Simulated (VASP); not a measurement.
Here is the system:

```xyz
8
Lattice="0.0000 2.3050 2.3050 2.3050 0.0000 2.3050 9.2259 9.2259 -0.0058" Properties=species:S:1:pos:R:3 pbc="T T T"
Zr     9.2018     9.2018     0.0183
Zr     4.6115     2.3065     2.3036
Zr     6.9420     6.9420     4.5831
C      2.2894     2.2894     2.3206
C      4.6285     4.6285     2.2865
C      6.9695     6.9695     2.2506
C      9.1743     9.1743     2.3508
Nb     9.2244     6.9194     2.3007
```

All values below come from PBEsol GGA, VASP's PBE PAW potentials (set 64) (plane waves; VASP). Settings: 520 eV cut-off, Gaussian smearing of 0.050 eV, potentials Zr_sv C Nb_sv.

Problem. Give the energies of bands 25 to 38 at the high-symmetry points, in eV from the Fermi level.

Solution. 
| band | Γ | T | H2 | L | S0 | F |
|---|---|---|---|---|---|---|
| 25 | -3.23 | -2.92 | -3.21 | -3.57 | -3.21 | -3.83 |
| 26 | -2.43 | -2.92 | -3.21 | -3.08 | -3.21 | -3.23 |
| 27 | -2.43 | -1.51 | -3.12 | -3.06 | -3.12 | -3.07 |
| 28 | -2.19 | -1.22 | -2.90 | -2.98 | -2.91 | -2.44 |
| 29 | -2.19 | -1.01 | -2.89 | -2.59 | -2.89 | -2.40 |
| 30 | -0.11 | -1.01 | -2.64 | -2.51 | -2.64 | -2.37 |
| 31 | -0.11 | -0.85 | -2.52 | -1.27 | -2.51 | -2.32 |
| 32 | 0.28 | -0.85 | -2.46 | -0.97 | -2.47 | -0.37 |
| 33 | 0.53 | 0.05 | 1.19 | -0.18 | 1.19 | -0.34 |
| 34 | 0.55 | 0.05 | 1.84 | -0.10 | 1.86 | 0.80 |
| 35 | 0.55 | 1.37 | 2.02 | 2.36 | 2.00 | 1.15 |
| 36 | 1.56 | 1.37 | 2.93 | 2.40 | 2.88 | 2.38 |
| 37 | 1.56 | 1.37 | 2.95 | 2.99 | 2.98 | 3.01 |
| 38 | 2.17 | 1.54 | 3.38 | 3.26 | 3.42 | 3.83 |

It has no gap at this level: it comes out as a metal or semimetal.

The structure was generated: NbZr3C4 was put into an ordered model structure (R-3m), which need not be its known phase. It was relaxed first. The electron count is odd and the run is not spin-polarised, which forces a metal.
